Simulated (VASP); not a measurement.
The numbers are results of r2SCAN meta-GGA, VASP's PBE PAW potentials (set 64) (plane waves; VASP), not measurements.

VASP input:

INCAR:
```
ALGO  =  Normal
EDIFF  =  1E-6
EDIFFG  =  -0.02
ENCUT  =  520
IBRION  =  2
ISIF  =  3
ISMEAR  =  0
LASPH  =  .TRUE.
LCHARG  =  .FALSE.
LMIXTAU  =  .TRUE.
LREAL  =  .FALSE.
LWAVE  =  .FALSE.
METAGGA  =  R2SCAN
NELM  =  100
NSW  =  60
PREC  =  Accurate
SIGMA  =  0.05
SYSTEM  =  Li2O
```

KPOINTS:
```
Automatic mesh
0
G
 8 8 8
0 0 0
```

POSCAR:
```
Li2O
1.0
  0.0000000000   2.2999668351   2.2999668351
  2.2999668351   0.0000000000   2.2999668351
  2.2999668351   2.2999668351   0.0000000000
Li O
2 1
Cart
  1.1499834176   1.1499834176   1.1499834176
  3.4499502527   3.4499502527   3.4499502527
  0.0000000000   0.0000000000   0.0000000000
```

POTCAR, in this order: Li_sv O (PBE.64 set). Program: vasp_std.

**Question.** What will the output report for the number of irreducible k-points (NKPTS), number of bands (NBANDS), largest plane-wave count, number of space-group operations, FFT grid (NGX, NGY, NGZ)?

**Answer.** 
- number of irreducible k-points (NKPTS) = 29
- number of bands (NBANDS) = 10
- largest plane-wave count = 670
- number of space-group operations = 48
- FFT grid (NGX, NGY, NGZ) = 24 × 24 × 24

The compound is Li2O in the antifluorite structure. This run relaxes it. Symmetry was kept, so distortions that lower it aren't found. The start is the result of an earlier pass.
